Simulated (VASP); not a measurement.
Input:

```yaml
crystal:
  lattice:
    - [1.91581, -5.35334, 0.00000]
    - [1.91581, 5.35334, 0.00000]
    - [0.00000, 0.00000, 12.66942]
  atoms:
    - { symbol: Si, position: [0.75719, 0.24281, 0.94509] }
    - { symbol: Si, position: [0.24281, 0.75719, 0.05491] }
    - { symbol: Si, position: [0.24281, 0.75719, 0.44509] }
    - { symbol: Si, position: [0.75719, 0.24281, 0.55491] }
    - { symbol: Si, position: [0.42888, 0.57112, 0.15724] }
    - { symbol: Si, position: [0.57112, 0.42888, 0.84276] }
    - { symbol: Si, position: [0.57112, 0.42888, 0.65724] }
    - { symbol: Si, position: [0.42888, 0.57112, 0.34276] }
    - { symbol: Si, position: [0.97123, 0.02877, 0.90938] }
    - { symbol: Si, position: [0.02877, 0.97123, 0.09062] }
    - { symbol: Si, position: [0.02877, 0.97123, 0.40938] }
    - { symbol: Si, position: [0.97123, 0.02877, 0.59062] }
```

Computed with r2SCAN meta-GGA, VASP's PBE PAW potentials (set 64) (plane waves; VASP). Numerical set-up: 400 eV cut-off, 7×7×2 Γ-centred mesh, tetrahedra with Blöchl corrections, potentials Si.

The cores are frozen, which limits the accuracy of field gradients.

Problem. Give the principal components of the electric field gradient (V/Å²) and the asymmetry η at each nucleus.

Solution. 
| atom | Vxx | Vyy | Vzz | η |
|---|---|---|---|---|
| Si1 | -6.6 | -5.1 | 11.7 | 0.12 |
| Si2 | -6.6 | -5.1 | 11.7 | 0.12 |
| Si3 | -6.6 | -5.1 | 11.7 | 0.12 |
| Si4 | -6.6 | -5.1 | 11.7 | 0.12 |
| Si5 | -4.2 | -4.1 | 8.3 | 0.01 |
| Si6 | -4.2 | -4.1 | 8.3 | 0.01 |
| Si7 | -4.2 | -4.1 | 8.3 | 0.01 |
| Si8 | -4.2 | -4.1 | 8.3 | 0.01 |
| Si9 | -6.0 | -2.5 | 8.5 | 0.42 |
| Si10 | -6.0 | -2.5 | 8.5 | 0.42 |
| Si11 | -6.0 | -2.5 | 8.5 | 0.42 |
| Si12 | -6.0 | -2.5 | 8.5 | 0.42 |

The structure comes from a computed database's Si entry (Cmcm); how it stands against other phases isn't given here. It was relaxed first.
